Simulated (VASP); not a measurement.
Here is the system:

```xyz
4
Lattice="3.1423 -2.2963 0.0000 3.1423 2.2963 0.0000 -1.1405 0.0000 6.7864" Properties=species:S:1:pos:R:3 pbc="T T T"
La     1.5711     1.1482     0.0000
La     1.0009    -1.1482     3.3932
N      2.8571    -0.3748     1.6966
N      2.2869     0.3748     5.0898
```

Method: PBE GGA, VASP's PBE PAW potentials (set 64) (plane waves; VASP). Run with 520 eV cut-off, 6×6×3 Γ-centred mesh, Gaussian smearing of 0.050 eV, potentials La N.

Which forces act on the atoms, in eV/Å?

```csv
atom,Fx,Fy,Fz
La1,0.000,0.000,0.000
La2,0.000,0.000,0.000
N3,0.000,-0.183,0.000
N4,0.000,0.183,0.000
```

Give the stress tensor in GPa (positive for a compressed cell).

```
 -8.30    0.00    1.21
  0.00  -13.94    0.00
  1.21    0.00  -14.05
```
The pressure is its mean diagonal, -12.10 GPa.

The structure was generated: LaN was put into the tenorite type (C2/c), which need not be its known phase. The cell was not relaxed at this level.
